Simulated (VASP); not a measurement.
Data:

```xyz
4
Lattice="3.7832 0.0000 0.0000 0.0000 3.7832 0.0000 0.0000 0.0000 3.7832" Properties=species:S:1:pos:R:3 pbc="T T T"
Ti     0.0000     0.0000     0.0000
Pt     0.0000     1.8916     1.8916
Pt     1.8916     0.0000     1.8916
Pt     1.8916     1.8916     0.0000
```

Computed with PBEsol GGA, VASP's PBE PAW potentials (set 64) (plane waves; VASP). Run with 500 eV cut-off, 8×8×8 Γ-centred mesh, first-order Methfessel-Paxton smearing of 0.10 eV, potentials Ti_sv Pt.

Unless said otherwise, spin-orbit coupling is left out, though it shifts the bands of the heavy elements here.

Question: Predict the energy per atom (σ→0), pressure, band gap (on the k-mesh) with the smallest direct gap where there is one.

Answer: 
The band gap (on the k-mesh) is none (metal, semimetal or under 0.01 eV), the energy per atom (σ→0) comes out as -8.079 eV/atom and the pressure is 299.2 kbar.

Only differences to runs with the same potentials and settings are physical.

The compound is Pt3Ti in the L1_2 structure. It was relaxed first under an external pressure of 30 GPa.
